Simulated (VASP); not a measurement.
All values below come from LDA (Ceperley-Alder, Perdew-Zunger), VASP's LDA PAW potentials (set 64) (plane waves; VASP 6.6.1).

Input for VASP

**POSCAR**
```
KF
1
    0.0000000000     2.6750000000     2.6750000000
    2.6750000000     0.0000000000     2.6750000000
    2.6750000000     2.6750000000     0.0000000000
K F
1 1
Direct
  0.0000000000   0.0000000000   0.0000000000
  0.5000000000   0.5000000000   0.5000000000
```

**INCAR**
```
SYSTEM = KF
PREC = Accurate
ENCUT = 520
EDIFF = 1E-6
NELM = 100
ALGO = Normal
LREAL = .FALSE.
LASPH = .TRUE.
ISMEAR = 0
SIGMA = 0.05
LWAVE = .FALSE.
LCHARG = .FALSE.
IBRION = 2
ISIF = 3
NSW = 60
EDIFFG = -0.01
```

File KPOINTS:
```
Automatic mesh
0
Gamma
8 8 8
0 0 0
```

POTCAR, in this order: K_sv F (LDA.64 set). Program: vasp_std.

### Question
What will the output report for the number of irreducible k-points (NKPTS), largest plane-wave count, number of space-group operations, FFT grid (NGX, NGY, NGZ)?

### Answer

The number of irreducible k-points (NKPTS) comes out as 29. The largest plane-wave count comes out as 1056. The number of space-group operations is 48 and the FFT grid (NGX, NGY, NGZ) comes out as 28 × 28 × 28.

The compound is KF in the rock salt structure. This run relaxes it. Symmetry was kept, so distortions that lower it aren't found.
